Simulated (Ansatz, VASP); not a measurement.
# Ta2NO2: VASP beside Ansatz

One calculation is typed for both programs; each brings its own data sets. How far apart do they land? The structure shown is the start of the Ansatz relaxation below; VASP solves that cell, so the two are compared at the walk's first step.

Program: Ansatz 0.2.0. Level of theory: plane waves, with VASP 6.6.1 beside it; single point at PBEsol. Results are calculated unless marked as measured.

### 1. Starting point

The cell holds 5 atoms: 1 N, 2 Ta and 2 O. Its edges and angles: a = 3.100 Å, b = 3.100 Å, c = 32.600 Å, α = 90.0°, β = 90.0°, γ = 120.0°. Vacuum lies along c. The height across the vacuum is the one that the program set for its solve, not the one typed.

### 2. Ansatz: relaxation, PBEsol

Ansatz runs on its default PAW (the set named soft_2) files.

The two programs are compared at the cell with which this relaxation starts, whose forces are those of its first step.

File input.yaml:

```yaml
crystal:
  lattice:
    - [3.1, 0.0, 0.0]
    - [-1.55, 2.68468, 0.0]
    - [0.0, 0.0, 20.0]
  atoms:
    - { symbol: "N", position: [0.0, 0.0, 0.5] }
    - { symbol: Ta, position: [0.333333, 0.666667, 0.56] }
    - { symbol: Ta, position: [0.666667, 0.333333, 0.44] }
    - { symbol: O, position: [0.666667, 0.333333, 0.61] }
    - { symbol: O, position: [0.333333, 0.666667, 0.39] }
  periodic: [true, true, false]
kpoints:
  mp_grid: { grid: [9, 9, 1] }
hamiltonian:
  xc: pbesol
scf:
  occupations: { method: gaussian, width: 0.1 }
output:
  forces: true
  stress: true
  eigenvalues: true
relax:
  adjacent_minimum: "off"
  f_tol: 0.05
  max_steps: 80
  cell: { stress_2d_tol: 0.02 }
```

Launch:

```
> ansatz run input.yaml --threads 8 --pin off --max-ram 14336MiB --backend cpu --events-out ev --progress --plain --runs-dir out
```

Numbers of over 12 decimals in the logs are rounded to 6 here.

The program printed:

```text
Warning: crystal.periodic: the lattice vector that does not repeat stood 0.000° off the slab's normal, 20.000 Å along it as the deck builds it. The run solves the slab on a vector along the normal, 32.600 Å long, with every atom where it was (on the deck's vector they left 15.60 Å outside them, and the widest stretch free of ions among them is 1.20 Å). A fractional position that the run reports is one of the run's ce [...]
[...]
Basis set: ecut = 420 eV, 5281 PW (Γ), exchange–correlation on 48×48×450 points (8 copies of the dense FFT grid, shifted against one another)
iter 1 solved again at ethr=1.61e-6 eV; its pass at ethr=3.10e-3 eV (dr2=6.94e-4 eV) is discarded
SCF iter   1: F=—  HF=-21117.699336 eV  |F-HF|=—  |Δ(HF+E_count)|=         —  Δρ=6.21e-4  dr2=7.45e-4  ethr=1.61e-6  ⟨swp⟩=5.1  Hψ=2900  notcnv=0
preconditioner: auto → LDOS  [insulator: Δε(μ)=0.330 eV  Ē_g=10.788 eV  σ=0.100 eV  W_gap=0.52  n_scr=20 (ndim 8)  ℏωp=11.7 eV  f_vac=0.774  D(μ)=1.66/eV (n_scr^D=10)  ε∞_Penn≈2.2  β→1.0]
SCF iter   2: F=—  HF=-21117.699222 eV  |F-HF|=—  |Δ(HF+E_count)|=   1.15e-4  Δρ=1.69e-4  dr2=1.54e-4  ethr=1.61e-6  ⟨swp⟩=3.6  Hψ=677  notcnv=0
SCF iter   3: F=—  HF=-21117.699235 eV  |F-HF|=—  |Δ(HF+E_count)|=   1.27e-5  Δρ=3.25e-5  dr2=4.52e-6  ethr=3.58e-7  ⟨swp⟩=3.2  Hψ=620  notcnv=0
iter 4 did not close the SCF: its close was put off until two iterations running show no level that it waits for move by more than its bar (scf_convergence_deferred on its scf_iter line)
SCF iter   4: F=-21117.699236 eV  HF=-21117.699236 eV  |F-HF|=9.29e-8  |Δ(HF+E_count)|=   9.73e-7  Δρ=9.87e-6  dr2=1.95e-7  ethr=1.16e-9  ⟨swp⟩=15.8  Hψ=2487  notcnv=0
iter 5 did not close the SCF: its close was put off until two iterations running show no level that it waits for move by more than its bar (scf_convergence_deferred on its scf_iter line)
SCF iter   5: F=-21117.699236 eV  HF=-21117.699236 eV  |F-HF|=1.96e-8  |Δ(HF+E_count)|=   1.62e-7  Δρ=4.42e-6  dr2=3.62e-8  ethr=4.54e-10  ⟨swp⟩=5.2  Hψ=1616  notcnv=0
SCF iter   6: F=-21117.699236 eV  HF=-21117.699236 eV  |F-HF|=4.64e-9  |Δ(HF+E_count)|=   3.70e-8  Δρ=6.83e-7  dr2=6.70e-10  ethr=8.43e-11  ⟨swp⟩=5.0  Hψ=1454  notcnv=0
SCF 4 converged in 6 iterations: F = -21117.699236 eV  dr2 = 6.70e-10
relax step   4: F+E_penalty+E_count = -21117.69923583 eV  Δ(F+E_penalty+E_count) = -2.001e-3 eV  max|allowed force component| = 2.502e-2 eV/Å  Δτ_max = 0.0102 Å  P = -0.031 N/m  Ω = 271.571 Å³  energy of the carried Pulay correction = -2.189e-4 eV  fix = [c, alpha, beta]  reactions: c -0.000 N/m  (6 SCF iters, dr2 threshold 5.00e-7 eV, accepted)
[...]
relax step   5: F+E_penalty+E_count = -21117.69924685 eV  Δ(F+E_penalty+E_count) = -1.102e-5 eV  max|allowed force component| = 4.288e-4 eV/Å  Δτ_max = 0.0009 Å  P = -0.005 N/m  Ω = 271.582 Å³  energy of the carried Pulay correction = -2.285e-4 eV  fix = [c, alpha, beta]  reactions: c -0.000 N/m  (5 SCF iters, dr2 threshold 1.15e-9 eV, accepted)
[...]
relax step   6: F+E_penalty+E_count = -21117.69942331 eV  Δ(F+E_penalty+E_count) = -1.765e-4 eV  max|allowed force component| = 4.388e-4 eV/Å  Δτ_max = 0.0000 Å  P = +0.009 N/m  Ω = 271.582 Å³  fix = [c, alpha, beta]  reactions: c +0.000 N/m  stress off target by 9.31e-3 N/m on what of the cell is left free  SCF on the basis re-selected at this cell (its energy is not comparable with the rows above)  (5 SCF iters)
basis re-selected at this cell: Δ(F+E_penalty+E_count) = -1.765e-4 eV, ΔP = +0.014 N/m vs the last step (what re-selecting the basis moved, of the pressure what is left beyond the Pulay correction that the steps carried, after the strain that the cell walked since its last selection, with what the two solves' SCF thresholds leave and, on support functions, any second-order correction that the steps lacked; it is no m [...]
SCF converged after 5 iterations
Free energy (F): -21117.699423 eV
Harris-Foulkes:  -21117.699423 eV  (|F-HF|=3.06e-9)
Internal energy: -21117.691102 eV  (E = F + TS)
E sigma→0 (E₀):  -21117.695263 eV
Entropy (-TS):   -0.008322 eV (-1.664 meV/atom)
Fermi energy:    -5.224860 eV
--- Per-component energies (eV) ---
  E_band       = -1166.815373
  E_kinetic    = 1217.399027
  E_local      = -128987.748340  (includes V_loc(G=0)·N_el)
  E_nonlocal   = 176.659630
  E_hartree    = 63710.734931
  E_xc         = -640.934244
  E_vxc        = -672.832009  (∫ρ·V_xc dr)
  E_paw        = -16972.859586  (= ΣΔE_a)
  E_vpaw       = -321.768892  (= ΣTr[D̂ρ^β])
  E_aug_tail   = 0.005353  (compensation charges beyond the density's cutoff)
  E_ewald      = 60378.526159
  E_core_change = 0.525968  (= ΣΔE_core)
  E_smearing   = -0.008322  (= −TS)
  E_closure    = 0.000000  (closes the sum)
  Σ components = -21117.699423   (vs F -21117.699423, Δ=0.00e0)
--- Forces (eV/Å), atoms counted from 1 ---
  atom   1  N      0.00000000     0.00000000     0.00000000
  atom   2  Ta     0.00000000    -0.00000000    -0.00029893
  atom   3  Ta     0.00000000     0.00000000     0.00029893
  atom   4  O     -0.00000000    -0.00000000    -0.00043877
  atom   5  O      0.00000000     0.00000000     0.00043877
  max |Σ_I F_I| component: 2.31e-18 eV/Å
--- 2D stress c σ (N/m, compression-positive) ---
        0.009311       0.000000      -0.000000
        0.000000       0.009311      -0.000000
       -0.000000      -0.000000       0.000000
  P = ½ c Tr σ = 0.0093 N/m
--- Band table (eV; the first three rows and the last of 12) ---
  k-point 0: bands = ["-74.7448", "-74.6923", "-41.7062", "-41.0901", "-41.0901", "-41.0808", "-41.0148", "-41.0148", "-25.6155", "-25.1248", "-22.3036", "-14.4189", "-13.1669", "-13.1669", "-11.1977", "-11.1702", "-11.1702", "-9.3581", "-9.1525", "-9.1525", "-6.5760", "-6.5760", "-5.6667", "-3.8637", "-3.8637", "-3.2885", "-2.4738"]
  k-point 1: bands = ["-74.7386", "-74.6889", "-41.6790", "-41.2191", "-41.1174", "-41.0992", "-41.0385", "-41.0243", "-25.4420", "-25.0598", "-22.4092", "-14.2645", "-13.1648", "-13.0293", "-11.5355", "-11.0915", "-10.9163", "-10.0248", "-9.5351", "-9.0744", "-6.6302", "-6.0749", "-5.5507", "-3.6918", "-3.6829", "-3.1929", "-2.4388"]
  k-point 2: bands = ["-74.7226", "-74.6808", "-41.6284", "-41.4459", "-41.2812", "-41.1806", "-41.0535", "-41.0308", "-25.0720", "-24.9262", "-22.5565", "-13.9402", "-13.2100", "-12.7515", "-11.8927", "-11.2372", "-10.9683", "-10.3447", "-9.9831", "-9.2699", "-7.1006", "-5.2006", "-4.9370", "-3.5911", "-3.0722", "-2.7953", "-2.1734"]
  k-point 11: bands = ["-74.6725", "-74.6725", "-41.6674", "-41.6512", "-41.6512", "-41.4021", "-41.1382", "-41.1382", "-24.6442", "-24.6442", "-22.2907", "-13.5878", "-13.5878", "-12.2592", "-12.0615", "-11.8847", "-10.5571", "-10.5571", "-10.1969", "-10.1969", "-5.2159", "-5.1930", "-5.1930", "-2.7238", "-2.6130", "-2.6130", "0.0125"]
--- Relaxed structure (5 steps of the walk, 5 accepted, 1 SCFs on fresh bases) ---
  F+E_penalty+E_count = -21117.69942331 eV   max|allowed force component| = 4.388e-4 eV/Å   (the final SCF, on the basis selected at the relaxed cell)
  cell:  # Å, volume = 271.5818 Å³
    - [3.101532, 0.0, 0]
    - [-1.550766, 2.686005, 0]
    - [0, 0, 32.6]
  atoms:
    - { symbol: N, position: [0, 0, 0.306748] }
    - { symbol: Ta, position: [0.333333, 0.666667, 0.343085] }
    - { symbol: Ta, position: [0.666667, 0.333333, 0.270412] }
    - { symbol: O, position: [0.666667, 0.333333, 0.376171] }
    - { symbol: O, position: [0.333333, 0.666667, 0.237326] }
```

### 3. VASP: single point, PBEsol, start cell, pair 1

The same cell, functional, mesh and smearing now go to VASP, with its own data sets.

Lines of VASP's logs that name or quote its potential files are left out, and so is its time.

File INCAR:

```
SYSTEM = Ta2NO2
PREC = Accurate
ENCUT = 520
EDIFF = 1E-06
NELM = 120
ISMEAR = 0
SIGMA = 0.1
LREAL = .FALSE.
ALGO = Normal
GGA = PS
NBANDS = 25
LASPH = .TRUE.
LORBIT = 11
LWAVE = .FALSE.
LCHARG = .FALSE.
ISIF = 2
LDIPOL = .TRUE.
IDIPOL = 3
DIPOL = 0.5 0.5 0.307
LVHAR = .TRUE.
GGA_COMPAT = .FALSE.
NELMDL = -8
KPAR = 2
```

File POSCAR:

```
Ta2NO2
1.0
    3.1000010000      0.0000000000      0.0000000000
   -1.5500000000      2.6846790000      0.0000000000
    0.0000000000      0.0000000000     32.6000000000
N Ta O
1 2 2
Direct
    0.0000000000      0.0000000000      0.3067484663
    0.3333332258      0.6666666667      0.3435582822
    0.6666664516      0.3333333333      0.2699386503
    0.6666664516      0.3333333333      0.3742331288
    0.3333332258      0.6666666667      0.2392638037
```

File KPOINTS:

```
Automatic mesh
0
Gamma
9 9 1
0 0 0
```

The projector-augmented-wave data sets are N, Ta_pv and O (PBE family, release 64).

Launch:

```
> mpirun -np 2 vasp_std
```

The program printed:

```text
[banner, memory and clock lines left out]
running    2 mpi-ranks, on    1 nodes
 distrk:  each k-point on    1 cores,    2 groups
 distr:  one band on    1 cores,    1 groups

 POSCAR found type information on POSCAR N TaO
 POSCAR found :  3 types and       5 ions
|                                                                             |
|               ----> ADVICE to this user running VASP <----                  |
|                                                                             |
|     You enforced a specific xc type in the INCAR file but a different       |
|     [... a line on the potential file left out ...]
|     I HOPE YOU KNOW WHAT YOU ARE DOING!                                     |
|                                                                             |

 LDA part: xc-table for (Slater+PW92), standard interpolation
 POSCAR, INCAR and KPOINTS ok, starting setup
 FFT: planning ... GRIDC
 FFT: planning ... GRID_SOFT
 FFT: planning ... GRID
 WAVECAR not read
 entering main loop
       N       E                     dE             d eps       ncg     rms          rms(c)
DAV:   1     0.351319354851E+03    0.35132E+03   -0.19609E+04   744   0.124E+03
DAV:   2    -0.198076722550E+02   -0.37113E+03   -0.36558E+03   847   0.311E+02
DAV:   3    -0.599970387219E+02   -0.40189E+02   -0.39808E+02   736   0.104E+02
DAV:   4    -0.609583499270E+02   -0.96131E+00   -0.95117E+00   791   0.173E+01
DAV:   5    -0.609817618591E+02   -0.23412E-01   -0.23357E-01   784   0.239E+00
DAV:   6    -0.609824978365E+02   -0.73598E-03   -0.73569E-03   816   0.433E-01
DAV:   7    -0.609825221875E+02   -0.24351E-04   -0.24348E-04   800   0.758E-02
DAV:   8    -0.609825232740E+02   -0.10865E-05   -0.10862E-05   704   0.159E-02    0.400E+01
DAV:   9    -0.538989558302E+02    0.70836E+01   -0.41943E+01   727   0.417E+01    0.177E+01
DAV:  10    -0.536613867476E+02    0.23757E+00   -0.29449E+00   727   0.115E+01    0.815E+00
DAV:  11    -0.535781166126E+02    0.83270E-01   -0.45758E-01   782   0.509E+00    0.480E-01
DAV:  12    -0.535732703491E+02    0.48463E-02   -0.42616E-02   718   0.141E+00    0.248E-01
DAV:  13    -0.535725867141E+02    0.68363E-03   -0.15357E-02   791   0.762E-01    0.211E-01
DAV:  14    -0.535719159353E+02    0.67078E-03   -0.33040E-03   735   0.342E-01    0.494E-02
[...]
DAV:  20    -0.535728221336E+02   -0.13614E-04   -0.26593E-06   592   0.116E-02    0.232E-03
DAV:  21    -0.535728877245E+02   -0.65591E-04   -0.41377E-06   598   0.974E-03    0.227E-03
DAV:  22    -0.535729175084E+02   -0.29784E-04   -0.10921E-06   517   0.511E-03    0.174E-03
DAV:  23    -0.535729293278E+02   -0.11819E-04   -0.46703E-07   406   0.339E-03    0.378E-04
DAV:  24    -0.535729365657E+02   -0.72378E-05   -0.51957E-07   493   0.276E-03    0.770E-04
DAV:  25    -0.535729379807E+02   -0.14150E-05   -0.66755E-08   359   0.146E-03    0.436E-04
DAV:  26    -0.535729390943E+02   -0.11136E-05   -0.97019E-08   351   0.143E-03    0.277E-04
DAV:  27    -0.535729393932E+02   -0.29889E-06   -0.17964E-08   324   0.862E-04
   1 F= -.53572939E+02 E0= -.53569891E+02  d E =-.609708E-02
```

From OUTCAR (step 3):

```text
ion  position               nearest neighbor table
   1  0.000  0.000  0.307-   2 2.15   3 2.15   2 2.15   3 2.15   2 2.15   3 2.15
   2  0.333  0.667  0.344-   4 2.05   4 2.05   4 2.05   1 2.15   1 2.15   1 2.15   3 2.99   3 2.99
                             3 2.99
   3  0.667  0.333  0.270-   5 2.05   5 2.05   5 2.05   1 2.15   1 2.15   1 2.15   2 2.99   2 2.99
                             2 2.99
   4  0.667  0.333  0.374-   2 2.05   2 2.05   2 2.05
   5  0.333  0.667  0.239-   3 2.05   3 2.05   3 2.05

  LATTYP: Found a hexagonal cell.
 ALAT       =     3.1000010000
 C/A-ratio  =    10.5161256400

 Subroutine GETGRP returns: Found 12 space group operations
 (whereof  6 operations were pure point group operations)

The static configuration has the point symmetry C_3v.
 The point group associated with its full space group is D_3d.

 Found     12 irreducible k-points:

   k-points           NKPTS =     12   k-points in BZ     NKDIM =     12   number of bands    NBANDS=     25

   dimension x,y,z NGX =    24 NGY =   24 NGZ =  250
   dimension x,y,z NGXF=    48 NGYF=   48 NGZF=  500

   ENCUT  =  520.0 eV  38.22 Ry    6.18 a.u.   5.76  5.76 60.61*2*pi/ulx,y,z

   NELECT =      39.0000    total number of electrons

 k-points in reciprocal lattice and weights: Automatic mesh
   0.00000000  0.00000000  0.00000000       0.012
   0.11111111  0.00000000  0.00000000       0.074
   0.22222222  0.00000000  0.00000000       0.074
   0.33333333  0.00000000  0.00000000       0.074
   0.44444444  0.00000000  0.00000000       0.074
   0.11111111  0.11111111  0.00000000       0.074
   0.22222222  0.11111111  0.00000000       0.148
   0.33333333  0.11111111  0.00000000       0.148
   0.44444444  0.11111111  0.00000000       0.074
   0.22222222  0.22222222  0.00000000       0.074
   0.33333333  0.22222222  0.00000000       0.148
   0.33333333  0.33333333  0.00000000       0.025

 dipolmoment           0.000000      0.000000      0.000002 electrons x Angstroem

 average (electrostatic) potential at core
       1 -73.1343       2 -46.3849       3 -46.3849       4 -79.2134       5 -79.2134

 E-fermi :  -2.2208

 k-point     1 :       0.0000    0.0000    0.0000
  band No.  band energies     occupation
    ...
     17      -6.3902      2.00000
     18      -6.3902      2.00000
     19      -3.5764      2.00000
     20      -3.5764      2.00000
     21      -2.6873      2.00000
     22      -1.0220      0.00000
     23      -1.0220      0.00000
     24      -0.1013      0.00000
     25       0.4284      0.00000

 k-point     2 :       0.1111    0.0000    0.0000
  band No.  band energies     occupation
    ...
     17      -6.7926      2.00000
     18      -6.3798      2.00000
     19      -3.5963      2.00000
     20      -3.0516      2.00000
     21      -2.5981      2.00000
     22      -0.8848      0.00000
     23      -0.7797      0.00000
     24      -0.1411      0.00000
     25       0.7053      0.00000

 k-point     3 :       0.2222    0.0000    0.0000
  band No.  band energies     occupation
    ...
     16      -7.7572      2.00000
     17      -7.3062      2.00000
     18      -6.5158      2.00000
     19      -4.0269      2.00000
     20      -2.1761      0.52738
     21      -1.9567      0.00019
     22      -0.5926      0.00000
     23      -0.2899      0.00000
     24       0.0078      0.00000
     25       0.9710      0.00000

  Total        2.6782415      2.6782403      2.5036509      0.0000005     -0.0000000      0.0000000
  in kB       15.8157038     15.8156965     14.7847011      0.0000029     -0.0000000      0.0000000
  external PRESSURE =      15.4720338 kB  Pullay stress =       0.0000000 kB

  energy-cutoff  :      520.00
  volume of cell :      271.31
      direct lattice vectors                 reciprocal lattice vectors
     3.100001000  0.000000000  0.000000000     0.322580541  0.186241945  0.000000000
    -1.550000000  2.684679000  0.000000000     0.000000000  0.372484010  0.000000000
     0.000000000  0.000000000 32.600000000     0.000000000  0.000000000  0.030674847

 POSITION                                       TOTAL-FORCE (eV/Angst)
 -----------------------------------------------------------------------------------
      0.00000      0.00000     10.00000         0.000000     -0.000000     -0.000000
     -0.00000      1.78979     11.20000        -0.000000      0.000000     -1.571827
      1.55000      0.89489      8.80000         0.000000     -0.000000      1.571827
      1.55000      0.89489     12.20000         0.000000     -0.000000      1.443110
     -0.00000      1.78979      7.80000        -0.000000     -0.000000     -1.443110
 -----------------------------------------------------------------------------------
    total drift:                                0.001291      0.000000      0.000061

  FREE ENERGIE OF THE ION-ELECTRON SYSTEM (eV)
  ---------------------------------------------------
  free  energy   TOTEN  =       -53.5729393932 eV

  energy  without entropy=      -53.5668423160  energy(sigma->0) =      -53.56989085

 vacuum level on the upper side and lower side of the slab         2.423         2.423

 total charge
# of ion       s       p       d       tot
------------------------------------------
    1        1.236   2.560   0.000   3.796
    2        0.301   6.274   2.407   8.982
    3        0.301   6.274   2.407   8.982
    4        1.560   3.495   0.000   5.055
    5        1.560   3.495   0.000   5.055
--------------------------------------------------
tot          4.959  22.097   4.815  31.870

[... 3 further parts left out ...]
```

This run has no spin polarisation. Its electron count is odd, so without a moment it is a metal by construction.

### 4. Side by side

Known differences besides the potentials themselves: Ansatz cuts the interaction across the vacuum, VASP repeats the sheet with a dipole correction; the data sets hold 43 valence electrons in Ansatz (on its default PAW (the set named soft_2) files) and 39 in VASP; Ansatz makes its cores anew for this functional, VASP keeps those of its PBE data sets; Ansatz takes its cutoff from its data sets, VASP runs at 520 eV. Total energies have different zeros and are not compared.

Forces (eV/Å; atoms numbered as in POSCAR):

```
atom        Ansatz x, y, z          VASP x, y, z
  N1   0.000, 0.000, 0.000   0.000, 0.000, 0.000
 Ta2  0.000, 0.000, -1.578  0.000, 0.000, -1.572
 Ta3   0.000, 0.000, 1.578   0.000, 0.000, 1.572
  O4   0.000, 0.000, 1.379   0.000, 0.000, 1.443
  O5  0.000, 0.000, -1.379  0.000, 0.000, -1.443
```

The forces differ by 24 meV/Å r.m.s., which is 3.0 % of the r.m.s. force of 0.779 eV/Å (both taken over all components). With vacuum in the cell, a pressure given here is an average over mostly empty space and none of the material.

(Part 1 of 2 ends here.)

[Lines on the potential files, build, host, timing and source positions are cut from VASP's logs without a mark.]

[Logs are printed without paths, hosts, clocks, repeated set-up lines and the standing remarks that a program may print on its own settings, such as how far it seeks lower states.]

[Hosts, paths, dates, database ids (printed as entryN), source tags and the programs' standing remarks are cut or masked in the printed files.]
